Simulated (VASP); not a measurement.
Input:

```xyz
2
Lattice="0.0000 2.9220 2.9220 2.9220 0.0000 2.9220 2.9220 2.9220 0.0000" Properties=species:S:1:pos:R:3 pbc="T T T"
Rh     0.0000     0.0000     0.0000
Sb     1.4610     1.4610     1.4610
```

Method: r2SCAN meta-GGA, VASP's PBE PAW potentials (set 64) (plane waves; VASP). Run with 400 eV cut-off, 12×12×12 Γ-centred mesh, tetrahedra with Blöchl corrections, potentials Rh_pv Sb.

### Question
Give the energies of bands 5 to 12 at the high-symmetry points, in eV from the Fermi level.

### Answer

| band | Γ | X | U | L | W |
|---|---|---|---|---|---|
| 5 | -3.95 | -5.03 | -4.56 | -4.44 | -4.27 |
| 6 | -3.95 | -2.81 | -3.12 | -3.66 | -3.71 |
| 7 | -3.95 | -2.81 | -3.03 | -3.66 | -2.88 |
| 8 | -2.14 | -2.04 | -2.45 | -2.02 | -2.15 |
| 9 | -2.14 | -1.92 | -2.06 | -2.02 | -1.62 |
| 10 | 4.82 | -1.15 | -1.21 | -1.57 | -1.54 |
| 11 | 4.82 | -0.12 | -0.41 | 2.58 | -0.87 |
| 12 | 4.82 | -0.12 | 0.81 | 2.58 | 0.44 |

It has no gap at this level: it comes out as a metal or semimetal.

The structure was generated: RhSb was put into the zinc blende type (F-43m), which need not be its known phase. It was relaxed first, which changed the volume by -27 %.
